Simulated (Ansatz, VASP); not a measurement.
# CsPbBr3: VASP beside Ansatz

One calculation is typed for both programs; each brings its own data sets. How far apart do they land? The cell is taken from a series of runs on this material, whose earlier steps may have relaxed, scaled, displaced or heated it; both programs get it as it stands.

Main program and level: Ansatz 0.2.0; plane waves, with VASP 6.6.1 beside it; elastic constants at LDA.

## Step 1: Starting point

It takes space group Pm-3m (No. 221, cubic). The conventional cell has a = 5.888 Å, b = 5.888 Å, c = 5.888 Å, α = 90.00°, β = 90.00°, γ = 90.00°. Nearest to Cs lie 12 Br at 4.16 Å. Pb has 6 Br at 2.94 Å nearest. Nearest to Br lie 2 Pb at 2.94 Å and 4 Cs at 4.16 Å. Farther neighbours and most contacts between anions are not listed.

## Step 2: VASP: elastic constants, LDA, pair 1

Elastic constants are differences of stresses under small strains, so they test the stress and the mesh.

Lines of VASP's logs that name or quote its potential files are left out, and so is its time.

Contents of INCAR:

```
SYSTEM = CsPbBr3
PREC = Accurate
ENCUT = 500
EDIFF = 1E-08
NELM = 120
ISMEAR = 0
SIGMA = 0.02
LREAL = .FALSE.
ALGO = Normal
GGA = PW92
NBANDS = 28
LORBIT = 11
LWAVE = .FALSE.
LCHARG = .FALSE.
ISIF = 3
IBRION = 6
NFREE = 2
POTIM = 0.015
NSW = 1
LASPH = .TRUE.
GGA_COMPAT = .FALSE.
EFERMI = MIDGAP
KPAR = 2
```

Contents of POSCAR:

```
CsPbBr3
1.0
    5.8883160503      0.0000000000      0.0000000000
    0.0000000000      5.8883160503      0.0000000000
    0.0000000000      0.0000000000      5.8883160503
Cs Pb Br
1 1 3
Direct
    0.0000000000      0.0000000000      0.0000000000
    0.5000000000      0.5000000000      0.5000000000
    0.0000000000      0.5000000000      0.5000000000
    0.5000000000      0.0000000000      0.5000000000
    0.5000000000      0.5000000000      0.0000000000
```

Contents of KPOINTS:

```
Automatic mesh
0
Gamma
2 2 2
0 0 0
```

The projector-augmented-wave data sets are Cs_sv, Pb_d and Br (LDA family, release 64).

Started as:

```bash
> mpirun -np 2 vasp_std
```

Numbers of over 12 decimals in the logs are rounded to 6 here.

Log:

```text
[banner, memory and clock lines left out]
running    2 mpi-ranks, on    1 nodes
 distrk:  each k-point on    1 cores,    2 groups
 distr:  one band on    1 cores,    1 groups

 POSCAR found type information on POSCAR CsPbBr
 POSCAR found :  3 types and       5 ions
|                                                                             |
|               ----> ADVICE to this user running VASP <----                  |
|                                                                             |
|     You enforced a specific xc type in the INCAR file but a different       |
|     [... a line on the potential file left out ...]
|     I HOPE YOU KNOW WHAT YOU ARE DOING!                                     |
|                                                                             |

 LDA part: xc-table for (Slater(with rela. corr.)+PW92), standard interpolation
 POSCAR, INCAR and KPOINTS ok, starting setup
 FFT: planning ... GRIDC
 FFT: planning ... GRID_SOFT
 FFT: planning ... GRID
 WAVECAR not read
 entering main loop
       N       E                     dE             d eps       ncg     rms          rms(c)
DAV:   1     0.381616338205E+03    0.38162E+03   -0.18218E+04   224   0.135E+03
DAV:   2     0.259627551448E+02   -0.35565E+03   -0.34553E+03   280   0.303E+02
DAV:   3    -0.162831825963E+02   -0.42246E+02   -0.42000E+02   272   0.115E+02
DAV:   4    -0.177549504030E+02   -0.14718E+01   -0.14687E+01   272   0.286E+01
DAV:   5    -0.178067364050E+02   -0.51786E-01   -0.51753E-01   284   0.441E+00    0.383E+00
DAV:   6    -0.171648583021E+02    0.64188E+00   -0.10982E+00   292   0.878E+00    0.230E+00
DAV:   7    -0.170782921715E+02    0.86566E-01   -0.54386E-01   304   0.380E+00    0.971E-01
DAV:   8    -0.170757570640E+02    0.25351E-02   -0.58171E-02   284   0.178E+00    0.225E-01
DAV:   9    -0.170742070474E+02    0.15500E-02   -0.87422E-03   304   0.628E-01    0.973E-02
DAV:  10    -0.170742386253E+02   -0.31578E-04   -0.80012E-04   264   0.171E-01    0.340E-02
DAV:  11    -0.170742552104E+02   -0.16585E-04   -0.85942E-05   284   0.558E-02    0.116E-02
DAV:  12    -0.170742533579E+02    0.18525E-05   -0.10220E-05   268   0.330E-02    0.294E-03
DAV:  13    -0.170742533976E+02   -0.39693E-07   -0.22225E-06   304   0.867E-03    0.257E-03
DAV:  14    -0.170742532147E+02    0.18285E-06   -0.63878E-07   296   0.631E-03    0.623E-04
DAV:  15    -0.170742532168E+02   -0.20486E-08   -0.73848E-08   252   0.147E-03
   1 F= -.17074253E+02 E0= -.17074253E+02  d E =0.000000E+00
[... from here on, the cycles between the ionic steps are left out ...]
   2 F= -.17067314E+02 E0= -.17067314E+02  d E =0.000000E+00
  13 F= -.17073841E+02 E0= -.17073841E+02  d E =0.000000E+00
  14 F= -.17074270E+02 E0= -.17074270E+02  d E =0.000000E+00
  15 F= -.17074270E+02 E0= -.17074270E+02  d E =0.000000E+00
  16 F= -.17074362E+02 E0= -.17074362E+02  d E =0.000000E+00
  17 F= -.17074362E+02 E0= -.17074362E+02  d E =0.000000E+00
  18 F= -.17074274E+02 E0= -.17074274E+02  d E =0.000000E+00
  19 F= -.17074274E+02 E0= -.17074274E+02  d E =0.000000E+00
  20 F= -.17074388E+02 E0= -.17074388E+02  d E =0.000000E+00
 Finite differences progress:
  Degree of freedom:  10/ 10
  Displacement:        1/  2
  Total:              19/ 20
 bond charge predicted
       N       E                     dE             d eps       ncg     rms          rms(c)
DAV:   1    -0.170712169561E+02    0.31708E-02   -0.10221E+00   476   0.284E+00    0.256E-01
DAV:   2    -0.170745119638E+02   -0.32950E-02   -0.35315E-02   496   0.604E-01    0.116E-01
DAV:   3    -0.170744563686E+02    0.55595E-04   -0.54532E-04   508   0.116E-01    0.881E-02
DAV:   4    -0.170743844584E+02    0.71910E-04   -0.41443E-04   512   0.648E-02    0.293E-02
DAV:   5    -0.170743883285E+02   -0.38701E-05   -0.59719E-05   484   0.264E-02    0.108E-02
DAV:   6    -0.170743886113E+02   -0.28282E-06   -0.36386E-06   500   0.702E-03    0.433E-03
DAV:   7    -0.170743877509E+02    0.86037E-06   -0.44187E-06   516   0.722E-03    0.207E-03
DAV:   8    -0.170743878082E+02   -0.57223E-07   -0.61246E-07   508   0.267E-03    0.173E-03
DAV:   9    -0.170743877912E+02    0.16968E-07   -0.76046E-08   484   0.102E-03    0.889E-05
DAV:  10    -0.170743877927E+02   -0.14957E-08   -0.13720E-08   408   0.426E-04
  21 F= -.17074388E+02 E0= -.17074388E+02  d E =0.000000E+00
 Finite differences progress:
  Degree of freedom:  10/ 10
  Displacement:        2/  2
  Total:              20/ 20
```

Parts of OUTCAR (step 2):

```text
ion  position               nearest neighbor table
   1  0.000  0.000  0.000-
   2  0.500  0.500  0.500-   3 2.94   4 2.94   5 2.94   5 2.94   4 2.94   3 2.94
   3  0.000  0.500  0.500-   2 2.94   2 2.94
   4  0.500  0.000  0.500-   2 2.94   2 2.94
   5  0.500  0.500  0.000-   2 2.94   2 2.94

  LATTYP: Found a simple cubic cell.
 ALAT       =     5.8883160503

 Subroutine GETGRP returns: Found 48 space group operations
 (whereof 48 operations were pure point group operations)

The static configuration has the point symmetry O_h .

 Found      4 irreducible k-points:

   k-points           NKPTS =      4   k-points in BZ     NKDIM =      4   number of bands    NBANDS=     28

   dimension x,y,z NGX =    48 NGY =   48 NGZ =   48
   dimension x,y,z NGXF=    96 NGYF=   96 NGZF=   96

   ENCUT  =  500.0 eV  36.75 Ry    6.06 a.u.  10.74 10.74 10.74*2*pi/ulx,y,z

   NELECT =      44.0000    total number of electrons

 k-points in reciprocal lattice and weights: Automatic mesh
   0.00000000  0.00000000  0.00000000       0.125
   0.50000000  0.00000000  0.00000000       0.375
   0.50000000  0.50000000  0.00000000       0.375
   0.50000000  0.50000000  0.50000000       0.125

 average (electrostatic) potential at core
       1 -48.8429       2 -96.2961       3 -69.9375       4 -69.9374       5 -69.9374

 E-fermi :   1.7034

 k-point     1 :       0.0000    0.0000    0.0000
  band No.  band energies     occupation
    ...
     18      -0.9800      2.00000
     19      -0.9799      2.00000
     20      -0.8631      2.00000
     21      -0.8631      2.00000
     22      -0.8630      2.00000
     23       3.7742      0.00000
     24       4.9797      0.00000
     25       4.9797      0.00000
     26       5.7655      0.00000
     27       5.7659      0.00000
    ...

 k-point     2 :       0.5000    0.0000    0.0000
  band No.  band energies     occupation
    ...
     18      -1.1354      2.00000
     19      -1.1178      2.00000
     20      -0.9748      2.00000
     21      -0.9748      2.00000
     22      -0.3204      2.00000
     23       3.4153      0.00000
     24       5.2793      0.00000
     25       5.8616      0.00000
     26       6.0319      0.00000
     27       6.1897      0.00000
    ...

 k-point     3 :       0.5000    0.5000    0.0000
  band No.  band energies     occupation
    ...
     18      -1.2177      2.00000
     19      -1.2176      2.00000
     20      -1.1048      2.00000
     21      -0.4932      2.00000
     22       0.3738      2.00000
     23       2.9248      0.00000
     24       2.9250      0.00000
     25       5.7607      0.00000
     26       6.0737      0.00000
     27       6.4158      0.00000
    ...

  Total        0.0532973      0.0561505      0.0555094      0.0000000      0.0000000      0.0000000
  in kB        0.4182565      0.4406474      0.4356158      0.0000000      0.0000000      0.0000000
  external PRESSURE =       0.4315066 kB  Pullay stress =       0.0000000 kB

  energy-cutoff  :      500.00
  volume of cell :      204.16
      direct lattice vectors                 reciprocal lattice vectors
     5.888316050  0.000000000  0.000000000     0.169827841  0.000000000  0.000000000
     0.000000000  5.888316050  0.000000000     0.000000000  0.169827841  0.000000000
     0.000000000  0.000000000  5.888316050     0.000000000  0.000000000  0.169827841

 POSITION                                       TOTAL-FORCE (eV/Angst)
 -----------------------------------------------------------------------------------
      0.00000      0.00000      0.00000         0.000000      0.003185      0.000000
[...]
YZ          -0.0000      0.0000     -0.0000      0.0000     28.8738      0.0000
 ZX           0.0000     -0.0000     -0.0000      0.0000      0.0000     28.8738
 --------------------------------------------------------------------------------

 Eigenvectors and eigenvalues of the dynamical matrix
 ----------------------------------------------------

   1 f  =    0.227105 THz     1.426944 2PiTHz    7.575415 cm-1     0.939231 meV
             X         Y         Z           dx          dy          dz
      0.000000  0.000000  0.000000     0.372890    0.192369    0.000699
      2.944158  2.944158  2.944158     0.159675    0.082374    0.000299
      0.000000  2.944158  2.944158    -0.774880   -0.057467   -0.000209
      2.944158  0.000000  2.944158    -0.111395   -0.399750   -0.000209
      2.944158  2.944158  0.000000    -0.111395   -0.057467   -0.001452

   2 f  =    0.227105 THz     1.426944 2PiTHz    7.575415 cm-1     0.939231 meV
             X         Y         Z           dx          dy          dz
      0.000000  0.000000  0.000000     0.009616   -0.017118   -0.419128
      2.944158  2.944158  2.944158     0.004118   -0.007330   -0.179474
      0.000000  2.944158  2.944158    -0.019983    0.005114    0.125208
      2.944158  0.000000  2.944158    -0.002873    0.035573    0.125208
      2.944158  2.944158  0.000000    -0.002873    0.005114    0.870963

   3 f  =    0.227105 THz     1.426944 2PiTHz    7.575415 cm-1     0.939231 meV
             X         Y         Z           dx          dy          dz
      0.000000  0.000000  0.000000     0.192130   -0.372498    0.019622
      2.944158  2.944158  2.944158     0.082272   -0.159507    0.008402
      0.000000  2.944158  2.944158    -0.399253    0.111278   -0.005862
      2.944158  0.000000  2.944158    -0.057396    0.774065   -0.005862
      2.944158  2.944158  0.000000    -0.057396    0.111278   -0.040775

   4 f/i=    0.023965 THz     0.150576 2PiTHz    0.799381 cm-1     0.099111 meV
             X         Y         Z           dx          dy          dz
      0.000000  0.000000  0.000000    -0.055840   -0.073380   -0.526837
      2.944158  2.944158  2.944158    -0.064072   -0.084197   -0.604498
      0.000000  2.944158  2.944158    -0.029279   -0.049342   -0.354256
      2.944158  0.000000  2.944158    -0.037548   -0.038475   -0.354256
      2.944158  2.944158  0.000000    -0.037548   -0.049342   -0.276237

   5 f/i=    0.023965 THz     0.150576 2PiTHz    0.799381 cm-1     0.099111 meV
             X         Y         Z           dx          dy          dz
      0.000000  0.000000  0.000000    -0.418490    0.333050   -0.002032
      2.944158  2.944158  2.944158    -0.480179    0.382145   -0.002332
      0.000000  2.944158  2.944158    -0.219427    0.223950   -0.001366
      2.944158  0.000000  2.944158    -0.281401    0.174628   -0.001366
      2.944158  2.944158  0.000000    -0.281401    0.223950   -0.001066

   6 f/i=    0.023965 THz     0.150576 2PiTHz    0.799381 cm-1     0.099111 meV
             X         Y         Z           dx          dy          dz
      0.000000  0.000000  0.000000     0.328342    0.412011   -0.092188
      2.944158  2.944158  2.944158     0.376742    0.472745   -0.105777
      0.000000  2.944158  2.944158     0.172160    0.277045   -0.061989
      2.944158  0.000000  2.944158     0.220784    0.216030   -0.061989
      2.944158  2.944158  0.000000     0.220784    0.277045   -0.048337

   7 f/i=    0.539862 THz     3.392053 2PiTHz   18.007860 cm-1     2.232689 meV
             X         Y         Z           dx          dy          dz
      0.000000  0.000000  0.000000    -0.301049   -0.652781    0.000097
      2.944158  2.944158  2.944158     0.270466    0.586465   -0.000088
      0.000000  2.944158  2.944158    -0.098157    0.068011   -0.000010
      2.944158  0.000000  2.944158     0.031365   -0.212839   -0.000010
      2.944158  2.944158  0.000000     0.031365    0.068011    0.000032

   8 f/i=    0.539862 THz     3.392053 2PiTHz   18.007860 cm-1     2.232689 meV
             X         Y         Z           dx          dy          dz
      0.000000  0.000000  0.000000    -0.017898    0.008361    0.718584
      2.944158  2.944158  2.944158     0.016079   -0.007512   -0.645583
      0.000000  2.944158  2.944158    -0.005836   -0.000871   -0.074867
      2.944158  0.000000  2.944158     0.001865    0.002726   -0.074867
      2.944158  2.944158  0.000000     0.001865   -0.000871    0.234294

   9 f/i=    0.539862 THz     3.392053 2PiTHz   18.007860 cm-1     2.232689 meV
             X         Y         Z           dx          dy          dz
      0.000000  0.000000  0.000000    -0.652536    0.300933   -0.019754
      2.944158  2.944158  2.944158     0.586244   -0.270361    0.017747
      0.000000  2.944158  2.944158    -0.212759   -0.031353    0.002058
      2.944158  0.000000  2.944158     0.067986    0.098119    0.002058
      2.944158  2.944158  0.000000     0.067986   -0.031353   -0.006441

  10 f/i=    1.823570 THz    11.457826 2PiTHz   60.827735 cm-1     7.541675 meV
             X         Y         Z           dx          dy          dz
      0.000000  0.000000  0.000000     0.000000    0.000000    0.000000
      2.944158  2.944158  2.944158     0.000000    0.000000    0.000000
      0.000000  2.944158  2.944158     0.000000   -0.678879    0.196253
      2.944158  0.000000  2.944158    -0.024647   -0.000000   -0.196253
      2.944158  2.944158  0.000000     0.024647    0.678879   -0.000000

  11 f/i=    1.823570 THz    11.457826 2PiTHz   60.827735 cm-1     7.541675 meV
             X         Y         Z           dx          dy          dz
      0.000000  0.000000  0.000000     0.000000   -0.000000   -0.000000
      2.944158  2.944158  2.944158     0.000000   -0.000000    0.000000
      0.000000  2.944158  2.944158    -0.000000   -0.148402   -0.447128
      2.944158  0.000000  2.944158     0.527308    0.000000    0.447128
      2.944158  2.944158  0.000000    -0.527308    0.148402   -0.000000

  12 f/i=    1.823570 THz    11.457826 2PiTHz   60.827735 cm-1     7.541675 meV
             X         Y         Z           dx          dy          dz
      0.000000  0.000000  0.000000     0.000000    0.000000    0.000000
      2.944158  2.944158  2.944158    -0.000000    0.000000    0.000000
      0.000000  2.944158  2.944158     0.000000    0.130766    0.511431
      2.944158  0.000000  2.944158     0.470467   -0.000000   -0.511431
      2.944158  2.944158  0.000000    -0.470467   -0.130766   -0.000000

  13 f/i=    2.394578 THz    15.045577 2PiTHz   79.874525 cm-1     9.903175 meV
             X         Y         Z           dx          dy          dz
      0.000000  0.000000  0.000000    -0.000075   -0.046090   -0.137870
      2.944158  2.944158  2.944158    -0.000216   -0.132259   -0.395628
      0.000000  2.944158  2.944158    -0.000169    0.187393    0.560554
      2.944158  0.000000  2.944158     0.000306   -0.103312    0.560554
      2.944158  2.944158  0.000000     0.000306    0.187393   -0.309040

  14 f/i=    2.394578 THz    15.045577 2PiTHz   79.874525 cm-1     9.903175 meV
             X         Y         Z           dx          dy          dz
      0.000000  0.000000  0.000000     0.000740   -0.137868    0.046089
      2.944158  2.944158  2.944158     0.002123   -0.395624    0.132256
      0.000000  2.944158  2.944158     0.001658    0.560548   -0.187389
      2.944158  0.000000  2.944158    -0.003007   -0.309036   -0.187389
      2.944158  2.944158  0.000000    -0.003007    0.560548    0.103310

  15 f/i=    2.394578 THz    15.045577 2PiTHz   79.874525 cm-1     9.903175 meV
             X         Y         Z           dx          dy          dz
      0.000000  0.000000  0.000000    -0.145368   -0.000678    0.000306
      2.944158  2.944158  2.944158    -0.417145   -0.001945    0.000878
      0.000000  2.944158  2.944158    -0.325847    0.002755   -0.001244
      2.944158  0.000000  2.944158     0.591040   -0.001519   -0.001244
      2.944158  2.944158  0.000000     0.591040    0.002755    0.000686

 ELASTIC MODULI CONTR FROM IONIC RELAXATION (kBar)
 Direction    XX          YY          ZZ          XY          YZ          ZX
 --------------------------------------------------------------------------------
 XX           0.0000      0.0000      0.0000      0.0000      0.0000      0.0000
 YY           0.0000      0.0000      0.0000      0.0000      0.0000      0.0000
 ZZ           0.0000      0.0000      0.0000      0.0000      0.0000      0.0000
 XY           0.0000      0.0000      0.0000      0.0000      0.0000      0.0000
 YZ           0.0000      0.0000      0.0000      0.0000      0.0000      0.0000
 ZX           0.0000      0.0000      0.0000      0.0000      0.0000      0.0000
 --------------------------------------------------------------------------------

 TOTAL ELASTIC MODULI (kBar)
 Direction    XX          YY          ZZ          XY          YZ          ZX
 --------------------------------------------------------------------------------
 XX         577.8405     66.3937     66.3937      0.0000     -0.0000      0.0000
 YY          66.3937    577.8405     66.3937      0.0000      0.0000     -0.0000
 ZZ          66.3937     66.3937    577.8405     -0.0000     -0.0000     -0.0000
 XY           0.0000      0.0000     -0.0000     28.8738      0.0000      0.0000
 YZ          -0.0000      0.0000     -0.0000      0.0000     28.8738      0.0000
 ZX           0.0000     -0.0000     -0.0000      0.0000      0.0000     28.8738
 --------------------------------------------------------------------------------

 total charge
# of ion       s       p       d       tot
------------------------------------------
    1        1.826   4.687   0.012   6.526
    2        1.540   0.411   9.861  11.812
    3        1.607   3.261   0.006   4.873
    4        1.607   3.261   0.006   4.873
    5        1.607   3.261   0.006   4.873
--------------------------------------------------
tot          8.186  14.880   9.891  32.957

[... 3 further parts left out ...]
```

CONTCAR:

```
CsPbBr3
   1.00000000000000
     5.8883160503000003    0.0000000000000000    0.0000000000000000
     0.0000000000000000    5.8883160503000003    0.0000000000000000
     0.0000000000000000    0.0000000000000000    5.8883160503000003
  Cs              Pb              Br
     1     1     3
Direct
     0.0000000000000000    0.0000000000000000    0.0000000000000000
     0.5000000000000000    0.5000000000000000    0.5000000000000000
     0.0000000000000000    0.4974525823899625    0.4999999999999999
     0.5000000000000000    0.0000000000000000    0.5000000000000000
     0.5000000000000000    0.5000000000000000    0.0000000000000000
```

With imaginary modes the cell is no minimum, so the ionic parts of its dielectric, piezoelectric and elastic tensors have no meaning.

Levels, forces or a CONTCAR printed for this step are those of its last displaced cell, not of the structure at rest.

[end of part 1 of 2]

[Lines on the potential files, build, host, timing and source positions are cut from VASP's logs without a mark.]

[Logs are printed without paths, hosts, clocks, repeated set-up lines and the standing remarks that a program may print on its own settings, such as how far it seeks lower states.]

[Hosts, paths, dates, database ids (printed as entryN), source tags and the programs' standing remarks are cut or masked in the printed files.]
